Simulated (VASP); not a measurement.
# Al4B3P (P-3m1) in VASP: notebook

One crystal, Al4B3P, is run at these levels: PBE; tasks: equation of state.

All numbers are computed with VASP 6.6.1; they aren't measurements. Logs are shortened: lines on timing, memory, paths and dates and some standing lists are left out, and cuts for length are marked.

### 1 The structure

Symmetry: P-3m1, No. 164, trigonal system. Conventional cell: a = 3.039 Å, b = 3.039 Å, c = 23.813 Å, α = 90.00°, β = 90.00°, γ = 120.00°. Around Al (site symmetry 3m) lie 3 P at 2.56 Å and 3 Al at 2.83 Å. Around Al (site symmetry 3m) lie 6 B at 2.39 to 2.43 Å and 3 P at 2.49 Å. Al (site symmetry 3m) has 12 B at 2.38 to 2.42 Å as nearest neighbours. Al (site symmetry 3m) is surrounded by 12 Al at 2.82 to 3.04 Å. Around B (site symmetry 3m) lie 3 B at 1.76 Å. B (site symmetry 3m) has 3 B at 1.76 Å as nearest neighbours. B (site symmetry 3m) is surrounded by 3 B at 1.76 Å. P (site symmetry 3m) has 6 Al at 2.49 to 2.56 Å as nearest neighbours.

The cell was built by a generator and needn't be a form met in nature.

### 2 Equation of state, PBE, 11.91 Å³/atom

Contents of INCAR:

```
SYSTEM = Al4B3P
PREC = Accurate
ENCUT = 520
EDIFF = 1E-6
ISMEAR = 0
SIGMA = 0.1
LREAL = .FALSE.
LASPH = .TRUE.
NELM = 100
ALGO = Normal
ISIF = 4
LWAVE = .FALSE.
LCHARG = .FALSE.
GGA = PE
IBRION = 2
NSW = 30
EDIFFG = -0.02
KPAR = 4
```

Contents of KPOINTS:

```
regular mesh
0
G
  12 12 2
  0 0 0
```

Contents of POSCAR:

```
Al4B3P
1.0
    3.0393210000      0.0000000000      0.0000000000
   -1.5196600000      2.6321290000      0.0000000000
    0.0000000000      0.0000000000     23.8130700000
Al B P
8 6 2
Direct
    0.6666670000      0.3333330000      0.3602500000
    0.0000000000      0.0000000000      0.7923770000
    0.0000000000      0.0000000000      0.2076230000
    0.0000000000      0.0000000000      0.9306340000
    0.0000000000      0.0000000000      0.0693660000
    0.3333330000      0.6666670000      0.6397500000
    0.3333330000      0.6666670000      0.4535610000
    0.6666670000      0.3333330000      0.5464390000
    0.6666670000      0.3333330000      0.8629890000
    0.3333330000      0.6666670000      0.8603960000
    0.3333330000      0.6666670000      0.1370110000
    0.6666670000      0.3333330000      0.1396040000
    0.3333330000      0.6666670000      0.9993510000
    0.6666670000      0.3333330000      0.0006490000
    0.3333330000      0.6666670000      0.2817990000
    0.6666670000      0.3333330000      0.7182010000
```

Potentials or basis: VASP PAW PBE potentials, release 64 (Al, B, P).

Launch:

```sh
$ cat potpaw_PBE.64/Al/POTCAR potpaw_PBE.64/B/POTCAR potpaw_PBE.64/P/POTCAR > POTCAR
$ mpirun -np 4 vasp_std > vasp.out
```

OUTCAR:

```text
SYSTEM = Al4B3P
   PREC = Accurate
   ENCUT = 520
   EDIFF = 1E-6
   ISMEAR = 0
   LREAL = .FALSE.
   LASPH = .TRUE.
   NELM = 100
   ISIF = 4
   GGA = PE
   IBRION = 2
   NSW = 30
   EDIFFG = -0.02

 ion  position               nearest neighbor table
   1  0.667  0.333  0.360-  15 2.56  15 2.56  15 2.56   7 2.83   7 2.83   7 2.83
   2  0.000  0.000  0.792-  10 2.39  10 2.39  10 2.39   9 2.43   9 2.43   9 2.43  16 2.49  16 2.49
                            16 2.49   4 3.29
   3  0.000  0.000  0.208-  12 2.39  12 2.39  12 2.39  11 2.43  11 2.43  11 2.43  15 2.49  15 2.49
                            15 2.49   5 3.29
   4  0.000  0.000  0.931-   9 2.38   9 2.38   9 2.38  13 2.40  13 2.40  13 2.40  14 2.42  14 2.42
                            14 2.42  10 2.42  10 2.42  10 2.42   2 3.29   5 3.30
   5  0.000  0.000  0.069-  11 2.38  11 2.38  11 2.38  14 2.40  14 2.40  14 2.40  13 2.42  13 2.42
                            13 2.42  12 2.42  12 2.42  12 2.42   3 3.29   4 3.30
   6  0.333  0.667  0.640-  16 2.56  16 2.56  16 2.56   8 2.83   8 2.83   8 2.83
   7  0.333  0.667  0.454-   8 2.82   8 2.82   8 2.82   1 2.83   1 2.83   1 2.83
   8  0.667  0.333  0.546-   7 2.82   7 2.82   7 2.82   6 2.83   6 2.83   6 2.83
   9  0.667  0.333  0.863-  10 1.76  10 1.76  10 1.76   4 2.38   4 2.38   4 2.38   2 2.43   2 2.43
                             2 2.43
  10  0.333  0.667  0.860-   9 1.76   9 1.76   9 1.76   2 2.39   2 2.39   2 2.39   4 2.42   4 2.42
                             4 2.42
  11  0.333  0.667  0.137-  12 1.76  12 1.76  12 1.76   5 2.38   5 2.38   5 2.38   3 2.43   3 2.43
                             3 2.43
  12  0.667  0.333  0.140-  11 1.76  11 1.76  11 1.76   3 2.39   3 2.39   3 2.39   5 2.42   5 2.42
                             5 2.42
  13  0.333  0.667  0.999-  14 1.76  14 1.76  14 1.76   4 2.40   4 2.40   4 2.40   5 2.42   5 2.42
                             5 2.42
  14  0.667  0.333  0.001-  13 1.76  13 1.76  13 1.76   5 2.40   5 2.40   5 2.40   4 2.42   4 2.42
                             4 2.42
  15  0.333  0.667  0.282-   3 2.49   3 2.49   3 2.49   1 2.56   1 2.56   1 2.56
  16  0.667  0.333  0.718-   2 2.49   2 2.49   2 2.49   6 2.56   6 2.56   6 2.56

  LATTYP: Found a hexagonal cell.
 ALAT       =     3.0393210000
 C/A-ratio  =     7.8349966983

  Lattice vectors:

 A1 = (   3.0393210000,   0.0000000000,   0.0000000000)
 A2 = (  -1.5196600000,   2.6321290000,   0.0000000000)
 A3 = (   0.0000000000,   0.0000000000,  23.8130700000)

Analysis of symmetry for initial positions (statically):
=====================================================================
 Subroutine PRICEL returns:
 Original cell was already a primitive cell.

 Routine SETGRP: Setting up the symmetry group for a
 hexagonal supercell.

 Subroutine GETGRP returns: Found 12 space group operations
 (whereof 12 operations were pure point group operations)
 out of a pool of 24 trial point group operations.

The static configuration has the point symmetry D_3d.

Analysis of symmetry for dynamics (positions and initial velocities):
=====================================================================
 Subroutine PRICEL returns:
 Original cell was already a primitive cell.

 Routine SETGRP: Setting up the symmetry group for a
 hexagonal supercell.

 Subroutine GETGRP returns: Found 12 space group operations
 (whereof 12 operations were pure point group operations)
 out of a pool of 24 trial point group operations.

The dynamic configuration has the point symmetry D_3d.

 Subroutine INISYM returns: Found 12 space group operations
 (whereof 12 operations are pure point group operations),
 and found     1 'primitive' translations

----------------------------------------------------------------------------------------

                                     Primitive cell

  volume of cell :     190.5018

  direct lattice vectors                    reciprocal lattice vectors
     3.039321000  0.000000000  0.000000000     0.329020857  0.189960232  0.000000000
    -1.519660000  2.632129000  0.000000000     0.000000000  0.379920589  0.000000000
     0.000000000  0.000000000 23.813070000     0.000000000  0.000000000  0.041993745

  length of vectors
     3.039321000  3.039320580 23.813070000     0.379920537  0.379920589  0.041993745

  position of ions in fractional coordinates (direct lattice)
     0.666667000  0.333333000  0.360250000
     0.000000000  0.000000000  0.792377000
     0.000000000  0.000000000  0.207623000
[... 43 lines left out ...]
  Cartesian coordinates                     Fractional coordinates (reciprocal lattice)
     0.027418405  0.015830019  0.000000000     0.083333333 -0.000000000  0.000000000
     0.000000000  0.031660049  0.000000000     0.000000000  0.083333333  0.000000000
     0.000000000  0.000000000  0.020996873     0.000000000  0.000000000  0.500000000

  Length of vectors
     0.031660045  0.031660049  0.020996873

  Shift w.r.t. Gamma in fractional coordinates (k-lattice)
     0.000000000  0.000000000  0.000000000

 Subroutine IBZKPT returns following result:
 ===========================================

 Found     38 irreducible k-points:

 Following reciprocal coordinates:
            Coordinates               Weight
  0.000000  0.000000  0.000000      1.000000
  0.083333  0.000000  0.000000      6.000000
  0.166667 -0.000000  0.000000      6.000000
  0.250000  0.000000  0.000000      6.000000
  0.333333  0.000000  0.000000      6.000000
  0.416667 -0.000000  0.000000      6.000000
[... 16 lines left out ...]
  0.250000  0.000000  0.500000      6.000000
  0.333333  0.000000  0.500000      6.000000
 [... further k-points ...]
   k-points           NKPTS =     38   k-points in BZ     NKDIM =     38   number of bands    NBANDS=     35
   number of dos      NEDOS =    301   number of ions     NIONS =     16
   total plane-waves  NPLWV = 103680
   dimension x,y,z NGX =    24 NGY =   24 NGZ =  180
   dimension x,y,z NGXF=    48 NGYF=   48 NGZF=  360
   ions per type =               8   6   2
   NGX,Y,Z   is equivalent  to a cutoff of  13.13, 13.13, 12.57 a.u.
   NGXF,Y,Z  is equivalent  to a cutoff of  26.26, 26.26, 25.13 a.u.
 SYSTEM =  Al4B3P
   PREC   = accura    normal or accurate (medium, high low for compatibility)
   ISTART =      0    job   : 0-new  1-cont  2-samecut
   ICHARG =      2    charge: 1-file 2-atom 10-const
   ISPIN  =      1    spin polarized calculation?
   LNONCOLLINEAR =      F non collinear calculations
   LSORBIT =      F    spin-orbit coupling
   LASPH  =      T    aspherical Exc in radial PAW
   ENCUT  =  520.0 eV  38.22 Ry    6.18 a.u.   5.65  5.65 44.28*2*pi/ulx,y,z
   NELM   =    100;   NELMIN=  2; NELMDL= -5     # of ELM steps
   EDIFF  = 0.1E-05   stopping-criterion for ELM
   LREAL  =      F    real-space projection
   EDIFFG = -.2E-01   stopping-criterion for IOM
   NSW    =     30    number of steps for IOM
   IBRION =      2    ionic relax: 0-MD 1-quasi-New 2-CG
   NFREE  =      1    steps in history (QN), initial steepest desc. (CG)
   ISIF   =      4    stress and relaxation
   ISYM   =      2    0-nonsym 1-usesym 2-fastsym
   POTIM  = 0.5000    time-step for ionic-motion
   TEBEG  =    0.0;   TEEND  =   0.0 temperature during run
   PSTRESS=    0.0 pullay stress
   NELECT =      52.0000    total number of electrons
   NUPDOWN=      -1.0000    fix difference up-down
   EMIN   =  10.00;   EMAX   =-10.00  energy-range for DOS
   EFERMI =   0.00;   METHOD = LEGACY
   ISMEAR =     0;   SIGMA  =   0.10  broadening in eV -4-tet -1-fermi 0-gaus
   EFERMI_NEDOS =   21; number of points for ismear=-14 and -15
   IALGO  =     38    algorithm
   IMIX   =      4    mixing-type and parameters
     AMIX     =   0.40;   BMIX     =  1.00
     AMIX_MAG =   1.60;   BMIX_MAG =  1.00
  volume/ion in A,a.u.               =      11.91        80.35
  Fermi-wavevector in a.u.,A,eV,Ry     =   1.061963  2.006820 15.344193  1.127766
  Thomas-Fermi vector in A             =   2.197398
   LORBIT       =      0    0 simple, 1 ext, 2 COOP (PROOUT), +10 PAW based schemes
   GGA     = PE    functional components
   LHFCALC =     F    Hartree Fock is set to
   AEXX    =    0.0000 exact exchange contribution
   IVDW    =     0    specifies the selected vdW correction
   LEPSILON=     F    determine dielectric tensor
   LRPA    =     F    only Hartree local field effects (RPA)
 conjugate gradient relaxation of ions
 non-spin polarized calculation
 Gauss-broadening in eV      SIGMA  =   0.10
  energy-cutoff  :      520.00
  volume of cell :      190.50
 maximum number of plane-waves:      5168
 NGX is ok and might be reduce to    24
   NGX = 11   NGY = 11   NGZ = 89

 number of electron      51.9999999 magnetization

 Free energy of the ion-electron system (eV)
  ---------------------------------------------------
  ext. energy  EPLUGINS =         0.00000000
  ---------------------------------------------------
  free energy    TOTEN  =       -80.50204866 eV

  energy without entropy =      -80.48600813  energy(sigma->0) =      -80.49402839

 E-fermi :   8.8807     XC(G=0): -10.9749

 val. band max:        8.8620272172   @ k =   0.0833   0.0833   0.0000
 cond. band min:       8.9164878470   @ k =   0.3333   0.1667   0.0000
 fundamental gap:      0.0544606298
 Fermi energy:         8.8806624438

 k-point     1 :       0.0000    0.0000    0.0000
  band No.  band energies     occupation
      1      -6.3920      2.00000
      2      -5.9774      2.00000
      3      -5.4427      2.00000
      4      -4.9508      2.00000
      5      -4.6221      2.00000
      6      -1.6917      2.00000
[... 901 lines left out ...]
     34      11.5982      0.00000
     35      11.8787      0.00000

 [... further k-points ...]

------------------------ aborting loop because EDIFF is reached ----------------------------------------

  FORCE on cell =-STRESS in cart. coord.  units (eV):
  Direction    XX          YY          ZZ          XY          YZ          ZX
  --------------------------------------------------------------------------------------
  -------------------------------------------------------------------------------------
  Total       -0.0256998     -0.0256998     -0.0193219     -0.0000000      0.0000000      0.0000000
  in kB       -0.2161433     -0.2161433     -0.1625032     -0.0000000      0.0000000      0.0000000
  external PRESSURE =      -0.1982633 kB  Pullay stress =       0.0000000 kB

 VOLUME and BASIS-vectors are now :
 -----------------------------------------------------------------------------
  energy-cutoff  :      520.00
  volume of cell :      190.50
      direct lattice vectors                 reciprocal lattice vectors
     3.039321000  0.000000000  0.000000000     0.329020857  0.189960232  0.000000000
    -1.519660000  2.632129000  0.000000000     0.000000000  0.379920589  0.000000000
     0.000000000  0.000000000 23.813070000     0.000000000  0.000000000  0.041993745

 POSITION                                       TOTAL-FORCE (eV/Angst)
 -----------------------------------------------------------------------------------
      1.51966      0.87738      8.57866         0.000000      0.000000      0.003570
      0.00000      0.00000     18.86893         0.000000     -0.000000     -0.000237
      0.00000      0.00000      4.94414         0.000000      0.000000      0.000237
      0.00000      0.00000     22.16125         0.000000     -0.000000     -0.001194
      0.00000      0.00000      1.65182         0.000000      0.000000      0.001194
     -0.00000      1.75475     15.23441         0.000000      0.000000     -0.003570
[... 8 lines left out ...]
     -0.00000      1.75475      6.71050        -0.000000     -0.000000      0.002740
      1.51966      0.87738     17.10257        -0.000000      0.000000     -0.002740
 -----------------------------------------------------------------------------------
    total drift:                                0.000000      0.000000      0.000000

  FREE ENERGIE OF THE ION-ELECTRON SYSTEM (eV)
  ---------------------------------------------------
  free  energy   TOTEN  =       -80.5020486613 eV

  energy  without entropy=      -80.4860081282  energy(sigma->0) =      -80.49402839

 reached required accuracy - stopping structural energy minimisation
```

Wall time 70 s (4 MPI ranks of AMD EPYC 9R45 (Zen 5), shared host); peak memory 0.42 GiB.

Results:

```
Free energy            : -80.5020 eV
Pressure               : 0.0 GPa
Largest force          : 0.004 eV/Å
Band gap on the k mesh : none (metal or under the smearing width)
```

### 3 Equation of state, PBE, 11.55 Å³/atom (volume scaled by 0.97)

INCAR is that of step 2.

KPOINTS is that of step 2.

POSCAR, as its differences from that of step 2:

```diff
@@ -2,5 +2,5 @@
 1.0
-    3.0393210000      0.0000000000      0.0000000000
-   -1.5196600000      2.6321290000      0.0000000000
-    0.0000000000      0.0000000000     23.8130700000
+    3.0086186888      0.0000000000      0.0000000000
+   -1.5043088494      2.6055400205      0.0000000000
+    0.0000000000      0.0000000000     23.5725174929
 Al B P
```

Potentials or basis: VASP PAW PBE potentials, release 64 (Al, B, P).

Launch:

```sh
$ cat potpaw_PBE.64/Al/POTCAR potpaw_PBE.64/B/POTCAR potpaw_PBE.64/P/POTCAR > POTCAR
$ mpirun -np 4 vasp_std > vasp.out
```

Run time: 3.1 min. Hardware: 4 MPI ranks of AMD EPYC 9R45 (Zen 5), shared host; peak memory 0.43 GiB.

The run converged. Its results:

* Free energy: -80.4340 eV
* Pressure: 3.9 GPa
* Largest force: 0.019 eV/Å
* Band gap on the k mesh: none (metal or under the smearing width)

### 4 Equation of state, PBE, 12.26 Å³/atom (volume scaled by 1.03)

INCAR is that of step 3.

KPOINTS is that of step 3.

POSCAR, as its differences from that of step 3:

```diff
@@ -2,5 +2,5 @@
 1.0
-    3.0086186888      0.0000000000      0.0000000000
-   -1.5043088494      2.6055400205      0.0000000000
-    0.0000000000      0.0000000000     23.5725174929
+    3.0694152443      0.0000000000      0.0000000000
+   -1.5347071172      2.6581913781      0.0000000000
+    0.0000000000      0.0000000000     24.0488583047
 Al B P
```

Launch:

```sh
$ cat potpaw_PBE.64/Al/POTCAR potpaw_PBE.64/B/POTCAR potpaw_PBE.64/P/POTCAR > POTCAR
$ mpirun -np 4 vasp_std > vasp.out
```

Run time: 4 min. Hardware: 4 MPI ranks of AMD EPYC 9R45 (Zen 5), shared host; peak memory 0.43 GiB.

It converged, with:

```
Free energy            : -80.4423 eV
Pressure               : -3.3 GPa
Largest force          : 0.017 eV/Å
Band gap on the k mesh : none (metal or under the smearing width)
```

### 5 Equation of state, PBE, 11.19 Å³/atom (volume scaled by 0.94)

INCAR is that of step 4.

KPOINTS is that of step 4.

POSCAR, as its differences from that of step 4:

```diff
@@ -2,5 +2,5 @@
 1.0
-    3.0694152443      0.0000000000      0.0000000000
-   -1.5347071172      2.6581913781      0.0000000000
-    0.0000000000      0.0000000000     24.0488583047
+    2.9772766315      0.0000000000      0.0000000000
+   -1.4886378260      2.5783970047      0.0000000000
+    0.0000000000      0.0000000000     23.3269525779
 Al B P
```

Launch:

```sh
$ cat potpaw_PBE.64/Al/POTCAR potpaw_PBE.64/B/POTCAR potpaw_PBE.64/P/POTCAR > POTCAR
$ mpirun -np 4 vasp_std > vasp.out
```

Run time: 7.2 min. Hardware: 4 MPI ranks of AMD EPYC 9R45 (Zen 5), shared host; peak memory 0.42 GiB.

The run converged. Its results:

```
Free energy            : -80.2169 eV
Pressure               : 8.4 GPa
Largest force          : 0.008 eV/Å
Band gap on the k mesh : none (metal or under the smearing width)
```

### 6 Equation of state, PBE, 12.62 Å³/atom (volume scaled by 1.06)

INCAR is that of step 5.

KPOINTS is that of step 5.

POSCAR, as its differences from that of step 5:

```diff
@@ -2,5 +2,5 @@
 1.0
-    2.9772766315      0.0000000000      0.0000000000
-   -1.4886378260      2.5783970047      0.0000000000
-    0.0000000000      0.0000000000     23.3269525779
+    3.0989306631      0.0000000000      0.0000000000
+   -1.5494648217      2.6837524787      0.0000000000
+    0.0000000000      0.0000000000     24.2801115132
 Al B P
```

Potentials or basis: VASP PAW PBE potentials, release 64 (Al, B, P).

Launch:

```sh
$ cat potpaw_PBE.64/Al/POTCAR potpaw_PBE.64/B/POTCAR potpaw_PBE.64/P/POTCAR > POTCAR
$ mpirun -np 4 vasp_std > vasp.out
```

Wall time 6.4 min (4 MPI ranks of AMD EPYC 9R45 (Zen 5), shared host); peak memory 0.45 GiB.

Results (log left out):

| Quantity | Value |
| --- | --- |
| Free energy | -80.2769 eV |
| Pressure | -6.0 GPa |
| Largest force | 0.009 eV/Å |
| Band gap on the k mesh | none (metal or under the smearing width) |

### 7 Equation of state, PBE, 10.83 Å³/atom (volume scaled by 0.91)

INCAR is that of step 6.

KPOINTS is that of step 6.

POSCAR, as its differences from that of step 6:

```diff
@@ -2,5 +2,5 @@
 1.0
-    3.0989306631      0.0000000000      0.0000000000
-   -1.5494648217      2.6837524787      0.0000000000
-    0.0000000000      0.0000000000     24.2801115132
+    2.9452604230      0.0000000000      0.0000000000
+   -1.4726297270      2.5506701569      0.0000000000
+    0.0000000000      0.0000000000     23.0761056896
 Al B P
```

Launch:

```sh
$ cat potpaw_PBE.64/Al/POTCAR potpaw_PBE.64/B/POTCAR potpaw_PBE.64/P/POTCAR > POTCAR
$ mpirun -np 4 vasp_std > vasp.out
```

Wall time 6.1 min (4 MPI ranks of AMD EPYC 9R45 (Zen 5), shared host); peak memory 0.42 GiB.

The run converged. Its results:

```yaml
Free_energy: -79.8206 eV
Pressure: 13.8 GPa
Largest_force: 0.006 eV/Å
Band_gap_on_the_k_mesh: none (metal or under the smearing width)
```

### 8 Equation of state, PBE, 12.98 Å³/atom (volume scaled by 1.09)

INCAR is that of step 7.

KPOINTS is that of step 7.

POSCAR, as its differences from that of step 7:

```diff
@@ -2,5 +2,5 @@
 1.0
-    2.9452604230      0.0000000000      0.0000000000
-   -1.4726297270      2.5506701569      0.0000000000
-    0.0000000000      0.0000000000     23.0761056896
+    3.1278943106      0.0000000000      0.0000000000
+   -1.5639466408      2.7088357314      0.0000000000
+    0.0000000000      0.0000000000     24.5070415964
 Al B P
```

Launch:

```sh
$ cat potpaw_PBE.64/Al/POTCAR potpaw_PBE.64/B/POTCAR potpaw_PBE.64/P/POTCAR > POTCAR
$ mpirun -np 4 vasp_std > vasp.out
```

It took 7.9 min on 4 MPI ranks of AMD EPYC 9R45 (Zen 5), shared host; peak memory 0.46 GiB.

It converged, with:

* Free energy: -80.0199 eV
* Pressure: -8.4 GPa
* Largest force: 0.015 eV/Å
* Band gap on the k mesh: none (metal or under the smearing width)
